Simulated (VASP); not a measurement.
Consider the following.

```xyz
3
Lattice="1.8762 -3.2496 0.0000 1.8762 3.2496 0.0000 0.0000 0.0000 6.0760" Properties=species:S:1:pos:R:3 pbc="T T T"
Zr     0.0000     0.0000     0.0000
Se     1.8762     1.0832     1.5901
Se     1.8762    -1.0832     4.4859
```

These are vdW-DF-cx, VASP's PBE PAW potentials (set 64) (plane waves; VASP 6.6.1) values and carry that method's errors. Settings: 520 eV cut-off, 8×8×4 Γ-centred mesh, tetrahedra with Blöchl corrections, potentials Zr_sv Se.

Predict the energy per atom (σ→0).

energy per atom (σ→0): -4.752 eV/atom

Total energies compare only between runs with the same potentials, cut-off and functional.

The compound is ZrSe2 in the 1T layered structure. It was relaxed first.
